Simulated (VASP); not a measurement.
## A VASP study of HgSb (LDA): structure first, properties next

Wanted: the relaxed cell of HgSb and its properties. The steps: first try, full relaxation (LDA), second relaxation, density, ELF and potential (LDA), band structure (LDA), density of states (LDA), zone-centre phonons (LDA) and bands along the symmetry lines (r2SCAN). The cell is invented: it takes the structure of COD entry 9008724, SnSb (space group 225 there), with some of its atoms replaced by other elements, volume scaled by an estimate. It may not be a known or stable phase. Left out of this account: at least 2 further runs (elastic: elastic constants of a metal on too coarse a mesh; relaxation: a spoilt try).

Calculated with VASP 6.6.1; LDA; plane waves and PAW (Hg, Sb), in the first sound run; inputs show where later runs differ.

This is a report of a sequence of runs, with most program output left out.

The structure was built from a prototype and need not be the compound's stable phase.

**1. The structure**

Before any relaxation, the start is as follows. The structure is cubic, space group Fm-3m (No. 225). The conventional cell has a = 6.128 Å, b = 6.128 Å, c = 6.128 Å, α = 90.00°, β = 90.00°, γ = 90.00°. Nearest to Hg lie 6 Sb at 3.06 Å. Nearest to Sb lie 6 Hg at 3.06 Å. It derives from SnSb. It takes the structure of COD entry 9008724, SnSb (space group 225 there), with some of its atoms replaced by other elements, volume scaled by an estimate. Farther neighbours are not listed.

**2. First try**

This run is made with a changed input; what comes of it follows.

Input file INCAR:

```
SYSTEM = HgSb
PREC = Accurate
ENCUT = 400
EDIFF = 1E-06
NELM = 69
ISMEAR = -1
SIGMA = 0.05
LREAL = .FALSE.
ALGO = Normal
GGA = CA
LORBIT = 11
LWAVE = .FALSE.
LCHARG = .FALSE.
IBRION = 2
NSW = 3
ISIF = 3
EDIFFG = -0.01
```

Input file POSCAR:

```
HgSb
1.0
    0.0000000000      3.0638440000      3.0638440000
    3.0638440000      0.0000000000      3.0638440000
    3.0638440000      3.0638440000      0.0000000000
Hg Sb
1 1
Direct
    0.0000000000      0.0000000000      0.0000000000
    0.5000000000      0.5000000000      0.5000000000
```

Input file KPOINTS:

```
Automatic mesh
0
Gamma
6 6 6
0 0 0
```

Potentials, in the order of the species: Hg and Sb (LDA family, release 64).

Started as:

```sh
mpirun -np 1 vasp_std
```

Elapsed: 7.8 s, on 1 MPI rank of Intel Xeon 6975P-C (Granite Rapids), shared host; peak memory 0.15 GiB.

The run converged. In volume (within 0.3 %) and energy (within 2 meV an atom) it ends like the sound relaxation.

Settings moved from the usual: NELM = 69 and NSW = 3.

**3. Full relaxation (LDA)**

Properties are meant for the cell that this level of theory prefers, so cell and atoms are relaxed first (ISIF = 3) until forces and stress are small; EDIFFG sets the threshold.

Edit INCAR of step 2 so:

```diff
@@ -4,3 +4,3 @@
 EDIFF = 1E-06
-NELM = 69
+NELM = 100
 ISMEAR = -1
@@ -14,3 +14,3 @@
 IBRION = 2
-NSW = 3
+NSW = 60
 ISIF = 3
```

POSCAR is that of step 2.

KPOINTS is that of step 2.

Started as:

```sh
mpirun -np 1 vasp_std
```

Wall time 8 s (1 MPI rank); peak memory 0.15 GiB.

This run has no spin polarisation. Its electron count is odd, so without a moment it is a metal by construction. The k-mesh is coarse for a metal. After so large a change of volume the plane waves of the start cell no longer fit, so the final stress carries a basis-set error. The run keeps the 48 symmetry operations of its start, so it cannot find a distortion of lower symmetry.

Relaxation path:

| step | energy less that of the first step (eV) | largest force (eV/Å) | pressure (GPa) | volume (Å³) |
| --- | --- | --- | --- | --- |
| 1 | 0.0000 | 0.0000 | -6.59 | 57.52 |
| 2 | -0.1502 | 0.0000 | 3.46 | 48.22 |
| 3 | -0.1721 | 0.0000 | -0.01 | 50.33 |

| conventional cell, symmetrised | before | after | change |
| --- | --- | --- | --- |
| a (Å) | 6.128 | 5.861 | -4.4 % |
| b (Å) | 6.128 | 5.861 | -4.4 % |
| c (Å) | 6.128 | 5.861 | -4.4 % |
| volume (Å³/atom) | 28.76 | 25.17 | -12.5 % |

Final coordinates:

```
Hg Sb
1.0
     0.00000    2.93044    2.93044
     2.93044    0.00000    2.93044
     2.93044    2.93044    0.00000
Hg Sb
1 1
Direct
  0.00000 0.00000 0.00000
  0.50000 0.50000 0.50000
```

This step gave:

```yaml
electrons: 17
bands: 12
irreducible_k_points: 16
symmetry_operations: 48
free_energy_toten: -5.597 eV
energy_at_zero_smearing: -5.592 eV
fermi_energy: 5.546 eV
pressure: -0.01102 GPa
metallic_judged_on_the_points_sampled: yes
scf_cycles_over_all_ionic_steps: 30
```

It ends with forces that vanish by symmetry and a pressure of -0.01 GPa.

**4. Second relaxation**

The basis stayed that of the start cell while the cell moved. A rerun from the cell reached resets it; the error of the finite cutoff stays. The mesh changes with the cell too.

INCAR is that of step 3.

Input file POSCAR:

```
HgSb
1.0
    0.0000000000      2.9304420075      2.9304420075
    2.9304420075      0.0000000000      2.9304420075
    2.9304420075      2.9304420075      0.0000000000
Hg Sb
1 1
Direct
    0.0000000000      0.0000000000      0.0000000000
    0.5000000000      0.5000000000      0.5000000000
```

Input file KPOINTS:

```
Automatic mesh
0
Gamma
7 7 7
0 0 0
```

Started as:

```sh
mpirun -np 1 vasp_std
```

The job ended after 7.6 s (1 MPI rank; peak memory 0.14 GiB).

Little changed from the start: no atom moved by 0.005 Å and no cell edge by 0.1 %.

This step gave:

```yaml
irreducible_k_points: 20
free_energy_toten: -5.584 eV
energy_at_zero_smearing: -5.577 eV
fermi_energy: 5.644 eV
pressure: -0.01471 GPa
scf_cycles_over_all_ionic_steps: 22
```

It ends with forces that vanish by symmetry and a pressure of -0.01 GPa.

**5. Density, ELF and potential (LDA)**

A single point on the relaxed cell gives a clean self-consistent state, with density, ELF and potential written out.

Edit INCAR of step 4 so:

```diff
@@ -12,6 +12,5 @@
 LWAVE = .FALSE.
-LCHARG = .FALSE.
-IBRION = 2
-NSW = 60
-ISIF = 3
-EDIFFG = -0.01
+LCHARG = .TRUE.
+ISIF = 2
+LELF = .TRUE.
+LVHAR = .TRUE.
```

Input file POSCAR:

```
HgSb
1.0
    0.0000000000      2.9330369599      2.9330369599
    2.9330369599      0.0000000000      2.9330369599
    2.9330369599      2.9330369599      0.0000000000
Hg Sb
1 1
Direct
    0.0000000000      0.0000000000      0.0000000000
    0.5000000000      0.5000000000      0.5000000000
```

KPOINTS is that of step 4.

Started as:

```sh
mpirun -np 1 vasp_std
```

The job ended after 5.2 s (1 MPI rank; peak memory 0.14 GiB).

Numbers from this step:

```yaml
scf_cycles: 11
pressure: 0.006524 GPa
```

Valence electrons inside each PAW sphere by angular momentum. Sphere charges, by row:

| atom | s (e) | p (e) | d (e) | tot (e) |
| --- | --- | --- | --- | --- |
| Hg1 | 0.858 | 0.435 | 9.274 | 10.57 |
| Sb2 | 1.214 | 1.142 | 0.04 | 2.395 |

Electrostatic potential energy in the ac plane of the conventional cell at fractional y = 0.000, with atoms of Hg and Sb within 0.2 Å of it. With pseudopotentials it is smooth inside the atoms' cores, unlike the true potential.

Ten even steps from '0' (-92 eV) to '9' (3 eV), each cell a mean:
```
6789983001699876
7889996324899987
8999999878999998
9999999999999999
9999999999999999
5799998888999986
1379998777899841
0159987667899720
0169987667899830
2489998778899963
7899999889999998
9999999999999999
9999999999999999
8899998657999988
7789984113799987
6789972001599876
```
Columns run along a (5.9 Å; values clipped at the 3rd and 97th percentile), rows up along c (5.9 Å), edges of the conventional cell, whose origin can differ from the input's. Atoms in or near the plane, at fractional coordinates: Hg at (0.00, 0.00), Hg at (0.50, 0.50), Sb at (0.50, 0.00), Sb at (0.00, 0.50).

ELF in the ac plane of the conventional cell at fractional y = 0.000, with atoms of Hg and Sb within 0.2 Å of it. It is the smooth field of the valence electrons, not physical close to the nuclei.

Values, 16 rows by 16 columns, each cell a mean:
```
0.03 0.14 0.35 0.34 0.51 0.76 0.80 0.73 0.70 0.78 0.81 0.64 0.37 0.36 0.24 0.05
0.21 0.32 0.36 0.30 0.42 0.67 0.79 0.80 0.81 0.81 0.75 0.54 0.31 0.33 0.35 0.24
0.37 0.35 0.29 0.22 0.27 0.49 0.67 0.76 0.77 0.72 0.59 0.35 0.21 0.26 0.33 0.36
0.38 0.35 0.27 0.16 0.15 0.27 0.42 0.51 0.52 0.46 0.33 0.19 0.14 0.21 0.31 0.37
0.66 0.59 0.44 0.25 0.16 0.22 0.30 0.34 0.35 0.32 0.26 0.18 0.19 0.35 0.54 0.64
0.81 0.78 0.68 0.44 0.27 0.29 0.36 0.35 0.33 0.36 0.33 0.26 0.33 0.59 0.75 0.81
0.77 0.80 0.78 0.59 0.35 0.35 0.32 0.14 0.10 0.22 0.36 0.32 0.46 0.72 0.81 0.78
0.66 0.77 0.81 0.66 0.38 0.37 0.21 0.03 0.10 0.10 0.33 0.35 0.52 0.77 0.81 0.70
0.70 0.78 0.81 0.64 0.37 0.36 0.24 0.05 0.03 0.14 0.35 0.34 0.51 0.76 0.80 0.73
0.81 0.81 0.75 0.54 0.31 0.33 0.35 0.24 0.21 0.32 0.36 0.30 0.42 0.67 0.79 0.80
0.77 0.72 0.59 0.35 0.21 0.26 0.33 0.36 0.37 0.35 0.29 0.22 0.27 0.49 0.67 0.76
0.52 0.46 0.33 0.19 0.14 0.21 0.31 0.37 0.38 0.35 0.27 0.16 0.15 0.27 0.42 0.51
0.35 0.32 0.26 0.18 0.19 0.35 0.54 0.64 0.66 0.59 0.44 0.25 0.16 0.22 0.30 0.34
0.33 0.36 0.33 0.26 0.33 0.59 0.75 0.81 0.81 0.78 0.68 0.44 0.27 0.29 0.36 0.35
0.10 0.22 0.36 0.32 0.46 0.72 0.81 0.78 0.77 0.80 0.78 0.59 0.35 0.35 0.32 0.14
0.10 0.10 0.33 0.35 0.52 0.77 0.81 0.70 0.66 0.77 0.81 0.66 0.38 0.37 0.21 0.03
```
Columns run along a (5.9 Å), rows up along c (5.9 Å), edges of the conventional cell, whose origin can differ from the input's. Atoms in or near the plane, at fractional coordinates: Hg at (0.00, 0.00), Hg at (0.50, 0.50), Sb at (0.50, 0.00), Sb at (0.00, 0.50).

Valence density in the ac plane of the conventional cell at fractional y = 0.000, with atoms of Hg and Sb within 0.2 Å of it. It is the smooth field of the valence electrons, not physical close to the nuclei.

Ten even steps from '_' (-0.2 e/Å³) to '@' (5.0 e/Å³), each cell a mean:
```
%%**::..__....______........==##
++--..______..........____..::==
::..__________......________....
..______________..____________..
..____________......__________..
....________..::--::..______....
__....____..--****==::..__....__
____......::++%%@@**--........__
____........==##%%**::..__....__
......____..::==++--..______....
....________....::..__________..
..____________....______________
....__________....____________..
--::..______........________..::
**==::..__....____....____..--**
@@**--........______......::++%%
```
Columns run along a (5.9 Å), rows up along c (5.9 Å), edges of the conventional cell, whose origin can differ from the input's. Atoms in or near the plane, at fractional coordinates: Hg at (0.00, 0.00), Hg at (0.50, 0.50), Sb at (0.50, 0.00), Sb at (0.00, 0.50).

In this run the pressure is 0.01 GPa, small enough to go on; single stress components reach 0.01 GPa.

**6. Band structure (LDA)**

The mesh alone shows little of the dispersion and can miss band extrema, so KPOINTS_OPT adds a path through the symmetry points after the self-consistent cycle.

Edit INCAR of step 5 so:

```diff
@@ -12,5 +12,2 @@
 LWAVE = .FALSE.
-LCHARG = .TRUE.
-ISIF = 2
-LELF = .TRUE.
-LVHAR = .TRUE.
+LCHARG = .FALSE.
```

POSCAR is that of step 5.

KPOINTS is that of step 5.

Input file KPOINTS_OPT:

```
Line mode
16
Line-mode
Reciprocal
  0.00000000   0.00000000   0.00000000 GAMMA
  0.50000000   0.00000000   0.50000000 X

  0.50000000   0.00000000   0.50000000 X
  0.50000000   0.25000000   0.75000000 W

  0.50000000   0.25000000   0.75000000 W
  0.37500000   0.37500000   0.75000000 K

  0.37500000   0.37500000   0.75000000 K
  0.00000000   0.00000000   0.00000000 GAMMA

  0.00000000   0.00000000   0.00000000 GAMMA
  0.50000000   0.50000000   0.50000000 L

  0.50000000   0.50000000   0.50000000 L
  0.62500000   0.25000000   0.62500000 U

  0.62500000   0.25000000   0.62500000 U
  0.50000000   0.25000000   0.75000000 W

  0.50000000   0.25000000   0.75000000 W
  0.50000000   0.50000000   0.50000000 L

  0.50000000   0.50000000   0.50000000 L
  0.37500000   0.37500000   0.75000000 K

  0.62500000   0.25000000   0.62500000 U
  0.50000000   0.00000000   0.50000000 X
```

Started as:

```sh
mpirun -np 1 vasp_std
```

The job ended after 17 s (1 MPI rank; peak memory 0.15 GiB).

Spin-orbit coupling is off here; it can split and shift levels that hold much weight on Hg and Sb by tenths of an eV or more.

Electronic bands along the path, in eV, zero at the Fermi level; # counts the bands kept in this run:

| point | #5 | #6 | #7 | #8 | #9 |
| --- | --- | --- | --- | --- | --- |
| Γ | -7.37 | 0.31 | 0.31 | 0.31 | 0.78 |
| 0.53 of the way | -7.24 | -2.58 | -0.99 | -0.99 | 0.77 |
| X | -5.77 | -4.65 | -2.64 | -1.99 | -1.99 |
| 0.53 of the way | -5.79 | -4.27 | -4.22 | -2.49 | 0.72 |
| W | -5.81 | -4.79 | -3.38 | -3.38 | 3.19 |
| 0.53 of the way | -5.95 | -4.98 | -3.79 | -2.13 | 1.82 |
| K | -6.04 | -5.08 | -3.90 | -1.00 | 0.56 |
| 0.53 of the way | -7.19 | -3.67 | -1.10 | 1.60 | 3.98 |
| Γ | -7.37 | 0.31 | 0.31 | 0.31 | 0.78 |
| 0.53 of the way | -7.26 | -4.00 | 0.90 | 0.90 | 3.40 |
| L | -7.16 | -6.05 | 1.62 | 1.62 | 2.97 |
| 0.47 of the way | -7.00 | -5.89 | -1.04 | 0.41 | 1.98 |
| U | -6.04 | -5.08 | -3.90 | -1.00 | 0.56 |
| 0.47 of the way | -5.95 | -4.98 | -3.79 | -2.13 | 1.82 |
| W | -5.81 | -4.79 | -3.38 | -3.38 | 3.19 |
| 0.47 of the way | -6.76 | -5.74 | -1.59 | -1.12 | 3.04 |
| L | -7.16 | -6.05 | 1.62 | 1.62 | 2.97 |
| 0.53 of the way | -6.92 | -5.83 | -1.50 | 0.20 | 1.77 |
| K | -6.04 | -5.08 | -3.90 | -1.00 | 0.56 |
| jump to U | -6.04 | -5.08 | -3.90 | -1.00 | 0.56 |
| 0.47 of the way | -5.79 | -4.42 | -4.06 | -1.69 | -0.61 |
| X | -5.77 | -4.65 | -2.64 | -1.99 | -1.99 |

Of the projections kept (Hg, Sb), the largest for each band there, as a share of the weight inside these atoms' spheres; weight between the spheres isn't counted:

| point | #5 | #6 | #7 | #8 | #9 |
| --- | --- | --- | --- | --- | --- |
| Γ | Hg 1.00 | Sb 0.83 | Sb 0.83 | Sb 0.83 | Hg 0.53 |
| X | Hg 0.83 | Sb 0.63 | Hg 0.76 | Sb 0.70 | Sb 0.70 |
| W | Hg 0.76 | Hg 0.87 | Sb 0.57 | Sb 0.57 | Sb 0.61 |
| K | Hg 0.76 | Hg 0.83 | Sb 0.55 | Sb 0.64 | Hg 0.59 |
| Γ | Hg 1.00 | Sb 0.83 | Sb 0.83 | Sb 0.83 | Hg 0.53 |
| L | Hg 1.00 | Hg 0.89 | Sb 0.75 | Sb 0.75 | Sb 0.63 |

There is no gap at this level.

**7. Density of states (LDA)**

A density of states needs more k-points than a total energy, and tetrahedra (ISMEAR = -5) or a smearing that fits the mesh; LORBIT projects the states on the PAW spheres. The mesh is finer than in the run before.

Edit INCAR of step 6 so:

```diff
@@ -5,3 +5,3 @@
 NELM = 100
-ISMEAR = -1
+ISMEAR = -5
 SIGMA = 0.05
@@ -13 +13,2 @@
 LCHARG = .FALSE.
+NEDOS = 2001
```

POSCAR is that of step 6.

Input file KPOINTS:

```
Automatic mesh
0
Gamma
10 10 10
0 0 0
```

Started as:

```sh
mpirun -np 1 vasp_std
```

Run time: 9 s. Hardware: 1 MPI rank; peak memory 0.15 GiB.

With tetrahedra the forces and stress of a metal are not exact derivatives of the energy.

Numbers from this step:

```yaml
scf_cycles: 13
irreducible_k_points: 47
free_energy_toten: -5.607 eV
fermi_energy: 5.591 eV
pressure: -0.09436 GPa
dos_at_the_fermi_level_one_point_of_the_energy_grid: 1.128 states/eV/cell
```

The density of states has structure finer than the step of the table below, so its rows give means over 0.5 eV, whole bins alone (the curve runs from -12.0 to 3.82 eV). Peaks (eV: height): total -9.88: 4.65, -7.68: 13.3, -7.40: 21.5, -7.12: 18.0; Hg d -7.68: 10.8, -7.40: 18.8, -7.12: 16.8; Sb s -9.88: 2.04.

States under -12.0 eV and over 3.8 eV are left out. The density of states by energy, zero at the Fermi level; means over each step; values in states/eV/cell:

| energy (eV) | total | Hg d | Sb s |
| --- | --- | --- | --- |
| -11.5 | 0.161 | 3.2e-4 | 0.0621 |
| -11.0 | 0.381 | 0.00551 | 0.153 |
| -10.5 | 0.810 | 0.0630 | 0.341 |
| -10.0 | 2.48 | 0.459 | 1.08 |
| -9.5 | 0.181 | 0.0161 | 0.0887 |
| -9.0 | 0 | 0 | 0 |
| -8.5 | 0 | 0 | 0 |
| -8.0 | 0.624 | 0.451 | 5.3e-4 |
| -7.5 | 11.6 | 9.85 | 0.0329 |
| -7.0 | 6.72 | 6.13 | 0.0541 |
| -6.5 | 0.830 | 0.575 | 0.0823 |
| -6.0 | 0.687 | 0.378 | 0.0792 |
| -5.5 | 0.766 | 0.156 | 0.0293 |
| -5.0 | 1.10 | 0.164 | 0.0670 |
| -4.5 | 0.752 | 0.0914 | 0.0751 |
| -4.0 | 0.518 | 0.0567 | 0.0655 |
| -3.5 | 0.658 | 0.0514 | 0.0591 |
| -3.0 | 0.637 | 0.0445 | 0.0419 |
| -2.5 | 0.720 | 0.0494 | 0.0323 |
| -2.0 | 0.960 | 0.0577 | 0.0237 |
| -1.5 | 1.06 | 0.0650 | 0.0215 |
| -1.0 | 1.06 | 0.0698 | 0.0192 |
| -0.5 | 1.07 | 0.0713 | 0.0195 |
| 0.0 | 1.07 | 0.0720 | 0.0212 |
| 0.5 | 1.05 | 0.0743 | 0.0223 |
| 1.0 | 0.987 | 0.0804 | 0.0214 |
| 1.5 | 0.658 | 0.0481 | 0.0162 |
| 2.0 | 0.530 | 0.0263 | 0.0164 |
| 2.5 | 0.908 | 0.0479 | 0.0255 |
| 3.0 | 0.941 | 0.0387 | 0.0412 |
| 3.5 | 0.360 | 0.0115 | 0.0302 |

The finer mesh and the other smearing move the Fermi level by -0.05 eV from the 7×7×7 run, one measure of the sampling error in the zero of the bands above.

**8. Zone-centre phonons (LDA)**

Zone-centre modes test whether the atoms sit at a minimum within this cell. IBRION = 8 takes the force constants from linear response, which needs tightly converged orbitals.

Input file INCAR:

```
SYSTEM = HgSb
PREC = Accurate
ENCUT = 400
EDIFF = 1E-08
NELM = 100
ISMEAR = -1
SIGMA = 0.05
LREAL = .FALSE.
ALGO = Normal
GGA = CA
LORBIT = 11
LWAVE = .FALSE.
LCHARG = .FALSE.
IBRION = 8
ISIF = 2
```

POSCAR is that of step 7.

Input file KPOINTS:

```
Automatic mesh
0
Gamma
7 7 7
0 0 0
```

Started as:

```sh
mpirun -np 1 vasp_std
```

It took 24 s on 1 MPI rank; peak memory 0.18 GiB.

(Continued in part 2 of 2.)

[Lines on the potential files, build, host, timing and source positions are cut from VASP's logs without a mark.]

[Logs are printed without paths, hosts, clocks, repeated set-up lines and the standing remarks that a program may print on its own settings, such as how far it seeks lower states.]

[Hosts, paths, dates, database ids (printed as entryN), source tags and the programs' standing remarks are cut or masked in the printed files.]

[A measured line is paired with the nearest computed mode of its activity, which favours agreement.]

[In band tables of VASP the shares of atoms and orbitals are scaled to a sum of 1 inside the atoms' spheres.]
